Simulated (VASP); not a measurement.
Input:

```yaml
crystal:
  lattice:
    - [0.00000, 2.97253, 2.97253]
    - [2.97253, 0.00000, 2.97253]
    - [2.97253, 2.97253, 0.00000]
  atoms:
    - { symbol: Pb, position: [0.00000, 0.00000, 0.00000] }
    - { symbol: S, position: [0.50000, 0.50000, 0.50000] }
```

The numbers are results of MS2 meta-GGA, VASP's PBE PAW potentials (set 64) (plane waves; VASP), not measurements. Run with 520 eV cut-off, 9×9×9 Γ-centred mesh, tetrahedra with Blöchl corrections, potentials Pb_d S.

Unless said otherwise, spin-orbit coupling is left out, though it shifts the bands of the heavy elements here.

Predict the energy per atom (σ→0), band gap (over mesh and band path) with the smallest direct gap where there is one.

```yaml
band gap (over mesh and band path): 0.47 eV
smallest direct gap (over mesh and band path): 0.47 eV
energy per atom (σ→0): 3.229 eV/atom
```

Total energies compare only between runs with the same potentials, cut-off and functional.

The compound is PbS in the rock salt structure. It was relaxed first.
